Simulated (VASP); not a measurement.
Given:

```
V
1.0
   -1.47571     1.47571     1.47571
    1.47571    -1.47571     1.47571
    1.47571     1.47571    -1.47571
V
1
Direct
  0.00000   0.00000   0.00000
```

Computed with PBE GGA with D3 dispersion (Becke-Johnson damping), VASP's PBE PAW potentials (set 64) (plane waves; VASP). Numerical set-up: 520 eV cut-off, 19×19×19 Γ-centred mesh, tetrahedra with Blöchl corrections, potentials V_sv.

### Question
What does the run give for the energy per atom (σ→0), band gap (on the k-mesh) with the smallest direct gap where there is one?

### Answer

```json
{
 "band gap (on the k-mesh)": "none (metal, semimetal or under 0.01 eV)",
 "energy per atom (σ→0)": "-9.687 eV/atom"
}
```

Total energies compare only between runs with the same potentials, cut-off and functional.

The compound is V in the bcc structure. It was relaxed first, which changed the volume by -8 %. The run is not spin-polarised, so no magnetic state was tried.
